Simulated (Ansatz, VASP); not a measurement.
# Cross-check of SbAs between VASP and Ansatz, part 2 of 2

Aim: how closely do two programs agree when they are given the same cell, functional and k mesh? The cell is generated by rule, not measured, and may not be a known phase. The cell is taken from a series of runs on this material, whose earlier steps may have relaxed, scaled, displaced or heated it; both programs get it as it stands.

VASP 6.6.1 and Ansatz 0.2.0.

So far: Set-up; VASP: relaxation of cell and atoms, PBEsol, pair 1; Ansatz: relaxation of cell and atoms, PBEsol, pair 1; Side by side.

**5. Ansatz: relaxation of cell and atoms, PBEsol, pair 2**

Level of this step: Ansatz beside VASP: Kohn-Sham DFT, plane waves, PBEsol (Ansatz).

The relaxed volume is the usual yardstick between codes: in a stiff, nearly cubic crystal its relative difference is about their pressure difference at one cell divided by the bulk modulus.

The cell is taken from a series of runs on this material, whose earlier steps may have relaxed, scaled, displaced or heated it; both programs get it as it stands.

The input, input.yaml:

```yaml
crystal:
  lattice:
    - [3.5302083066, 0.0, 0.0]
    - [0.0, 3.5302083066, 0.0]
    - [0.0, 0.0, 3.5302083066]
  atoms:
    - { symbol: Sb, position: [0.0, 0.0, 0.0] }
    - { symbol: As, position: [0.5, 0.5, 0.5] }
kpoints:
  mp_grid: { grid: [12, 12, 12] }
hamiltonian:
  xc: pbesol
scf:
  occupations: { method: methfessel_paxton, width: 0.15 }
output:
  forces: true
  stress: true
  eigenvalues: true
relax:
  adjacent_minimum: "off"
  f_tol: 0.001
  max_steps: 60
  cell: { stress_tol: 0.01 }
```

Command:

```
> ansatz run input.yaml --threads 4 --pin off --max-ram 7168MiB --backend cpu --events-out ev --progress --plain --runs-dir out
```

Numbers of over 12 decimals in the logs are rounded to 6 here.

Output:

```text
[...]
Crystal: 2 atoms, lattice volume = 43.995 Å³
Basis set: ecut = 420 eV, 847 PW (Γ), exchange–correlation on 48×48×48 points (8 copies of the dense FFT grid, shifted against one another)
Bands: 19, of which v1, the nominal top of the filled ones, is band 15 counted from 1 (14 counted from 0)
Symmetry: 48 space group operations
[...]
k-points: 84 of 1728
[...]
k-point 83: bands = [... 11 lower, 5.2993, 9.4026, 9.4026, 9.4026, 9.5888, 9.5888, 9.5888, 28.6199]
--- Relaxed structure (3 steps of the walk, 3 accepted, 1 SCFs on fresh bases) ---
[...]
cell:  # Å, volume = 43.7853 Å³
    - [3.524597, 0, 0]
    - [0, 3.524597, 0.0]
    - [0, 0.0, 3.524597]
  atoms:
    - { symbol: Sb, position: [0, 0, 0] }
    - { symbol: As, position: [0.5, 0.5, 0.5] }
[key lines of the parts left out:]
SCF converged after 6 iterations
Free energy (F): -11220.591220 eV
Fermi energy:    12.518310 eV
P = ⅓ Tr σ = -0.0024 GPa (-0.024 kbar)
```

**6. VASP: relaxation of cell and atoms, PBEsol, pair 2**

The same cell, functional, mesh and smearing now go to VASP, with its own data sets.

The input, INCAR:

```
SYSTEM = SbAs
PREC = Accurate
ENCUT = 500
EDIFF = 1E-07
NELM = 120
ISMEAR = 1
SIGMA = 0.15
LREAL = .FALSE.
ALGO = Normal
GGA = PS
NBANDS = 11
LORBIT = 11
LWAVE = .FALSE.
LCHARG = .FALSE.
ISIF = 3
IBRION = 2
NSW = 80
EDIFFG = -0.005
LASPH = .TRUE.
GGA_COMPAT = .FALSE.
NELMIN = 4
KPAR = 2
```

The input, POSCAR:

```
SbAs
1.0
    3.5302080000      0.0000000000      0.0000000000
    0.0000000000      3.5302080000      0.0000000000
    0.0000000000      0.0000000000      3.5302080000
Sb As
1 1
Direct
    0.0000000000      0.0000000000      0.0000000000
    0.5000000000      0.5000000000      0.5000000000
```

The input, KPOINTS:

```
Automatic mesh
0
Gamma
12 12 12
0 0 0
```

Potentials, in the order of the species: Sb and As (PBE family, release 64).

Command:

```
> mpirun -np 2 vasp_std
```

Output:

```text
[banner, memory and clock lines left out]
running    2 mpi-ranks, on    1 nodes
[...]
[... a notice as in an earlier step ...]

 LDA part: xc-table for (Slater+PW92), standard interpolation
 POSCAR, INCAR and KPOINTS ok, starting setup
[...]
entering main loop
       N       E                     dE             d eps       ncg     rms          rms(c)
DAV:   1     0.258087917038E+02    0.25809E+02   -0.36936E+03  1848   0.693E+02
DAV:   2    -0.775587765229E+01   -0.33565E+02   -0.32304E+02  2482   0.112E+02
DAV:   3    -0.921110591356E+01   -0.14552E+01   -0.14325E+01  2224   0.241E+01
DAV:   4    -0.922116132781E+01   -0.10055E-01   -0.10054E-01  2162   0.227E+00
[...]
DAV:  11    -0.916620825652E+01   -0.27075E-06   -0.10047E-06  2238   0.723E-03    0.186E-03
DAV:  12    -0.916620796294E+01    0.29358E-06   -0.17457E-08  1260   0.104E-03    0.205E-04
DAV:  13    -0.916620795224E+01    0.10698E-07   -0.40040E-09  1101   0.403E-04
   1 F= -.91662080E+01 E0= -.91663184E+01  d E =-.916621E+01
[...]
DAV:   4    -0.916633507558E+01    0.36406E-05   -0.69121E-06  2194   0.148E-02    0.102E-02
DAV:   5    -0.916633443932E+01    0.63627E-06   -0.36990E-07  2016   0.384E-03    0.183E-03
DAV:   6    -0.916633432787E+01    0.11145E-06   -0.25803E-08  1035   0.100E-03    0.255E-04
DAV:   7    -0.916633431826E+01    0.96099E-08   -0.23962E-09   996   0.351E-04
   2 F= -.91663343E+01 E0= -.91664956E+01  d E =-.126366E-03
 trial-energy change:   -0.000126  1 .order   -0.000118   -0.000674    0.000438
 step:   0.6168(harm=  0.6063)  dis= 0.00000  next Energy=    -9.166418 (dE=-0.210E-03)
[...]
N       E                     dE             d eps       ncg     rms          rms(c)
DAV:   1    -0.916650942721E+01   -0.17510E-03   -0.26044E-03  1941   0.257E-01    0.466E-02
DAV:   2    -0.916644745523E+01    0.61972E-04   -0.62902E-05  1962   0.513E-02    0.249E-02
DAV:   3    -0.916641796948E+01    0.29486E-04   -0.43711E-05  1893   0.337E-02    0.514E-03
DAV:   4    -0.916641729785E+01    0.67163E-06   -0.10284E-06  2188   0.571E-03    0.388E-03
DAV:   5    -0.916641734645E+01   -0.48597E-07   -0.48547E-08  1059   0.145E-03
   3 F= -.91664173E+01 E0= -.91665614E+01  d E =-.209394E-03
[...]
reached required accuracy - stopping structural energy minimisation
```

OUTCAR, selected parts (step 6):

```text
  Total        0.0010606      0.0010606      0.0010606     -0.0000000      0.0000000     -0.0000000
  in kB        0.0387897      0.0387897      0.0387897     -0.0000000      0.0000000     -0.0000000
  external PRESSURE =       0.0387897 kB  Pullay stress =       0.0000000 kB

 POSITION                                       TOTAL-FORCE (eV/Angst)
 -----------------------------------------------------------------------------------
      0.00000      0.00000      0.00000        -0.000000      0.000000      0.000000
      1.76257      1.76257      1.76257         0.000000     -0.000000      0.000000
 -----------------------------------------------------------------------------------
    total drift:                               -0.000000      0.000000      0.000000

  FREE ENERGIE OF THE ION-ELECTRON SYSTEM (eV)
  ---------------------------------------------------
  free  energy   TOTEN  =        -9.1664173464 eV

  energy  without entropy=       -9.1668496356  energy(sigma->0) =       -9.16656144

[... 1 part as in an earlier step ...]

[... 3 further parts left out ...]
[key lines of the parts left out:]
E-fermi :   7.9757
```

**7. Differences**

What differs besides the data sets and the points named for the pairs above, as far as they apply: the data sets hold 30 valence electrons in Ansatz (on its default PAW (the set named soft_2) files) and 10 in VASP. Total energies have different zeros and are not compared.

Both answers:

```csv
quantity,Ansatz,VASP,difference
volume (Å³),43.79,43.81,-0.05 %
"edge a after relaxation, in the typed setting (Å)",3.525,3.525,-0.01 %
```

**8. Results**

| Item | Value |
| --- | --- |
| difference in volume (relaxation of cell and atoms, PBEsol, pair 1) | -0.026 % |
| difference in volume (relaxation of cell and atoms, PBEsol, pair 2) | -0.046 % |

What this shows: The difference in volume is -0.046 % (relaxation of cell and atoms, PBEsol, pair 2), within the 1.2 % picked in this series as the mark of a large difference, as far as the stopping tolerances let one tell. The data sets hold unlike numbers of valence electrons (30 in Ansatz and 10 in VASP), so part of the differences comes from the potentials. VASP runs on this material, other cells of it included, that failed, so that no pair exists: relaxation of cell and atoms, PBEsol (crashed). 2 further runs of this series are not shown here. Such differences can come from data sets, numerical settings and the points named under the comparisons, not from the functional's error against experiment.

[Lines on the potential files, build, host, timing and source positions are cut from VASP's logs without a mark.]

[Logs are printed without paths, hosts, clocks, repeated set-up lines and the standing remarks that a program may print on its own settings, such as how far it seeks lower states.]

[Hosts, paths, dates, database ids (printed as entryN), source tags and the programs' standing remarks are cut or masked in the printed files.]
